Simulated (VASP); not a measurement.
Consider the following.

```
CELL_PARAMETERS angstrom
      1.64744    -5.45600     0.00000
      1.64744     5.45600     0.00000
      0.00000     0.00000     4.50802
ATOMIC_POSITIONS crystal
  P  0.09583 0.90417 0.91209
  P  0.40417 0.59583 0.41209
  P  0.59583 0.40417 0.58791
  P  0.90417 0.09583 0.08791
```

Level of theory: SCAN meta-GGA, VASP's PBE PAW potentials (set 64) (plane waves; VASP). Settings: 520 eV cut-off, 8×8×6 Γ-centred mesh, tetrahedra with Blöchl corrections, potentials P.

Question: Give the energies of bands 4 to 13 at the high-symmetry points, in eV from the valence-band maximum.

Answer: 
| band | Γ | Y | C0 | Z | A0 | T | S | R |
|---|---|---|---|---|---|---|---|---|
| 4 | -7.10 | -6.38 | -9.81 | -9.24 | -10.87 | -9.76 | -10.61 | -11.00 |
| 5 | -5.11 | -5.81 | -6.08 | -4.57 | -6.43 | -3.57 | -5.86 | -5.96 |
| 6 | -5.02 | -5.61 | -5.65 | -4.57 | -6.43 | -3.57 | -5.86 | -5.96 |
| 7 | -4.37 | -4.47 | -3.85 | -3.54 | -4.97 | -2.94 | -3.55 | -5.52 |
| 8 | -2.91 | -2.66 | -3.55 | -3.54 | -4.97 | -2.94 | -3.55 | -5.52 |
| 9 | -2.82 | -1.67 | -2.71 | -1.70 | -1.80 | -1.97 | -2.71 | -1.91 |
| 10 | -1.27 | 0.00 | -2.48 | -1.70 | -1.80 | -1.97 | -2.71 | -1.91 |
| 11 | 0.84 | 0.29 | 1.03 | 1.82 | 2.06 | 1.74 | 0.95 | 1.96 |
| 12 | 1.34 | 1.08 | 1.08 | 1.82 | 2.06 | 1.74 | 0.95 | 1.96 |
| 13 | 2.31 | 2.56 | 1.43 | 3.13 | 3.66 | 2.92 | 1.68 | 3.82 |

The gap is direct, 0.29 eV, from the valence maximum at Y to the conduction minimum at Y.

Measured: gap 0.35 eV (computed value off by -0.06 eV), as given by Das et al., (2018), arXiv:1807.05623.

The compound is P in the black structure. It was relaxed first, which changed the volume by +7 %.
